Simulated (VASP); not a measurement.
OSZICAR of a VASP run on CsPbBr3 (cubic perovskite):

**OSZICAR**
```
       N       E                     dE             d eps       ncg     rms          rms(c)
DAV:   1     0.413605262627E+03    0.41361E+03   -0.18798E+04   520   0.149E+03
DAV:   2     0.323722129567E+02   -0.38123E+03   -0.37280E+03   646   0.331E+02
DAV:   3    -0.147490118978E+02   -0.47121E+02   -0.46939E+02   620   0.129E+02
DAV:   4    -0.164793215576E+02   -0.17303E+01   -0.17269E+01   662   0.324E+01
DAV:   5    -0.165343558369E+02   -0.55034E-01   -0.54998E-01   660   0.483E+00    0.396E+00
DAV:   6    -0.159158981957E+02    0.61846E+00   -0.11581E+00   740   0.105E+01    0.228E+00
DAV:   7    -0.158602920819E+02    0.55606E-01   -0.56545E-01   752   0.417E+00    0.101E+00
DAV:   8    -0.158708667348E+02   -0.10575E-01   -0.67812E-02   638   0.220E+00    0.189E-01
DAV:   9    -0.158704894798E+02    0.37726E-03   -0.11547E-02   726   0.820E-01    0.106E-01
DAV:  10    -0.158708476498E+02   -0.35817E-03   -0.11032E-03   570   0.197E-01    0.445E-02
DAV:  11    -0.158709427776E+02   -0.95128E-04   -0.20464E-04   622   0.112E-01    0.838E-03
DAV:  12    -0.158709437641E+02   -0.98645E-06   -0.30592E-05   722   0.554E-02    0.636E-03
DAV:  13    -0.158709437448E+02    0.19310E-07   -0.32844E-06   574   0.136E-02
   1 F= -.15870944E+02 E0= -.15870944E+02  d E =-.158709E+02
       N       E                     dE             d eps       ncg     rms          rms(c)
DAV:   1    -0.159027168846E+02   -0.31773E-01   -0.81446E-01   686   0.938E+00    0.871E-01
DAV:   2    -0.158776949059E+02    0.25022E-01   -0.48934E-02   656   0.220E+00    0.328E-01
DAV:   3    -0.158730020246E+02    0.46929E-02   -0.19722E-02   662   0.130E+00    0.108E-01
DAV:   4    -0.158729512701E+02    0.50755E-04   -0.35137E-04   598   0.125E-01    0.684E-02
DAV:   5    -0.158729188717E+02    0.32398E-04   -0.12586E-04   622   0.983E-02    0.153E-02
DAV:   6    -0.158729177031E+02    0.11686E-05   -0.11829E-05   600   0.380E-02    0.294E-03
DAV:   7    -0.158729178372E+02   -0.13416E-06   -0.92557E-07   350   0.101E-02
   2 F= -.15872918E+02 E0= -.15872918E+02  d E =-.197409E-02
```

### Question
Which electronic solver shows in the log?

### Answer
It is blocked Davidson (ALGO = Normal, or the opening steps of other solvers). The INCAR had ALGO = Normal.

### Question
Can the final energy be trusted as converged?

### Answer
The run converged. It stopped with EDIFF = 1E-6, NELM = 100, NSW = 60 and EDIFFG = -0.02 after 2 ionic steps (PBE GGA, plane waves, VASP's PBE PAW potentials (set 64)).

The compound is CsPbBr3 in the cubic perovskite structure, the ideal cubic form; the compound distorts at low or room temperature. This run relaxes it. Symmetry was kept, so distortions that lower it aren't found. The start is the result of an earlier pass.
